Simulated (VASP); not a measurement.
A convergence study with VASP on ZrN (rock salt): one setting is varied, all else stays as given below, so the limit is that of these other settings. Each run relaxes cell and ions from the cell shown. The basis is that of the starting cell, so low cut-offs carry a Pulay error.

```xyz
2
Lattice="0.0000 2.2900 2.2900 2.2900 0.0000 2.2900 2.2900 2.2900 0.0000" Properties=species:S:1:pos:R:3 pbc="T T T"
Zr     0.0000     0.0000     0.0000
N      2.2900     2.2900     2.2900
```

These are LDA (Ceperley-Alder, Perdew-Zunger), VASP's LDA PAW potentials (set 64) (plane waves; VASP) values and carry that method's errors. The tightest run used: 800 eV cut-off, 11×11×11 Γ-centred mesh, first-order Methfessel-Paxton smearing of 0.10 eV, potentials Zr_sv N.

### Question
The settings run are ENCUT = 250; ENCUT = 300; ENCUT = 350; ENCUT = 400; ENCUT = 450; ENCUT = 500; ENCUT = 550; ENCUT = 600; ENCUT = 650; ENCUT = 700; ENCUT = 750; ENCUT = 800. From which on does the relaxed volume stay within 0.05 Å³/atom of the tightest run?…

### Answer
From ENCUT = 450 on: it is off by 0.022 there and by no more than 0.05 in any finer run, while ENCUT = 400 is off by 0.096.
```json
[
 {"setting": "ENCUT = 250", "relaxed volume (Å³/atom)": "10.558", "E (eV/atom)": "-11.4272", "plane waves": "225", "difference judged (Å³/atom)": "1.057"},
 {"setting": "ENCUT = 300", "relaxed volume (Å³/atom)": "11.031", "E (eV/atom)": "-11.2854", "plane waves": "295", "difference judged (Å³/atom)": "0.583"},
 {"setting": "ENCUT = 350", "relaxed volume (Å³/atom)": "11.332", "E (eV/atom)": "-11.2266", "plane waves": "369", "difference judged (Å³/atom)": "0.283"},
 {"setting": "ENCUT = 400", "relaxed volume (Å³/atom)": "11.519", "E (eV/atom)": "-11.2148", "plane waves": "448", "difference judged (Å³/atom)": "0.096"},
 {"setting": "ENCUT = 450", "relaxed volume (Å³/atom)": "11.593", "E (eV/atom)": "-11.2086", "plane waves": "534", "difference judged (Å³/atom)": "0.022"},
 {"setting": "ENCUT = 500", "relaxed volume (Å³/atom)": "11.612", "E (eV/atom)": "-11.2067", "plane waves": "624", "difference judged (Å³/atom)": "0.002"},
 {"setting": "ENCUT = 550", "relaxed volume (Å³/atom)": "11.613", "E (eV/atom)": "-11.2064", "plane waves": "725", "difference judged (Å³/atom)": "0.002"},
 {"setting": "ENCUT = 600", "relaxed volume (Å³/atom)": "11.610", "E (eV/atom)": "-11.2069", "plane waves": "821", "difference judged (Å³/atom)": "0.004"},
 {"setting": "ENCUT = 650", "relaxed volume (Å³/atom)": "11.610", "E (eV/atom)": "-11.2074", "plane waves": "918", "difference judged (Å³/atom)": "0.005"},
 {"setting": "ENCUT = 700", "relaxed volume (Å³/atom)": "11.611", "E (eV/atom)": "-11.2078", "plane waves": "1026", "difference judged (Å³/atom)": "0.004"},
 {"setting": "ENCUT = 750", "relaxed volume (Å³/atom)": "11.612", "E (eV/atom)": "-11.2081", "plane waves": "1139", "difference judged (Å³/atom)": "0.002"},
 {"setting": "ENCUT = 800", "relaxed volume (Å³/atom)": "11.614", "E (eV/atom)": "-11.2083", "plane waves": "1252", "difference judged (Å³/atom)": "0.000"}
]
```

Left out are rungs that failed or repeat a setting and relaxations that didn't move; long series are thinned to 24 rows.

The compound is ZrN in the rock salt structure. The electron count is odd and the run is not spin-polarised, which forces a metal.
